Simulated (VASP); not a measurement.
Input:

```yaml
crystal:
  lattice:
    - [0.00000, 2.72475, 2.72475]
    - [2.72475, 0.00000, 2.72475]
    - [2.72475, 2.72475, 0.00000]
  atoms:
    - { symbol: Mg, position: [0.00000, 0.00000, 0.00000] }
    - { symbol: Se, position: [0.50000, 0.50000, 0.50000] }
```

These are r2SCAN+rVV10, VASP's PBE PAW potentials (set 64) (plane waves; VASP) values and carry that method's errors. Run with 520 eV cut-off, 9×9×9 Γ-centred mesh, tetrahedra with Blöchl corrections, potentials Mg Se.

Question: Predict the energy per atom (σ→0), band gap (over mesh and band path) with the smallest direct gap where there is one.

Answer: 
```json
{
  "band gap (over mesh and band path)": "2.44 eV",
  "smallest direct gap (over mesh and band path)": "3.47 eV",
  "energy per atom (σ→0)": "-10.567 eV/atom"
}
```

The absolute energy has meaning only against runs of the same code, potentials and settings.

The compound is MgSe in the rock salt structure. It was relaxed first.
